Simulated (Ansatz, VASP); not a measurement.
## Two plane-wave programs on EuSc

```
Sc Eu
1.0
     3.94490    3.94490    0.00000
    -3.94490    3.94490    0.00000
     0.00000    0.00000    3.94490
Sc Eu
2 2
Direct
  0.50000 0.00000 0.50000
  0.00000 0.50000 0.50000
  0.00000 0.00000 0.00000
  0.50000 0.50000 0.00000
```

The cell was built by a generator and needn't be a form met in nature.

Alike in both runs: task single point; functional PBE; k mesh 4 × 4 × 5; occupations fermi-dirac, width 0.05 eV; collinear spin, ferromagnetic start; Hubbard terms Eu f U = 4 eV, Sc d U = 6 eV.

|  | VASP | Ansatz |
| --- | --- | --- |
| version | VASP 6.6.1 | Ansatz 0.2.0 |
| potentials or method | VASP PAW PBE potentials, release 64 (Sc_sv, Eu) | Ansatz PAW |
| plane-wave cutoff (eV) | 520 | 420 |
| valence electrons in the cell | 56 | 56 |

|  | VASP | Ansatz | Ansatz less VASP |
| --- | --- | --- | --- |
| gap on the k mesh at the Fermi level (eV) | none | none | - |
| pressure (GPa) | 3.8 | 10.2 | +6.39 |
| largest component of the traceless stress (GPa) | 0.14 | 1.37 | +1.233 |
| net moment per atom (μB) | 3.40 | 4.49 | +1.094 |
| size of the moment on the site where the two differ most (μB) | 0.14 | 1.02 | +0.883 |

The net moments differ so much that the two runs ended in different magnetic states, which moves the other rows too. Site moments also hang on the region over which each program counts them. The programs project onto different local orbitals, so the same U acts differently. A gap of «none» marks a metal or a gap that the smearing closes.

Caveats: spin-orbit coupling is left out, which moves the levels of the heavy elements; the magnetic or orbital state may not be the lowest (Ansatz). The state reached can hang on the start; a lower one may exist.
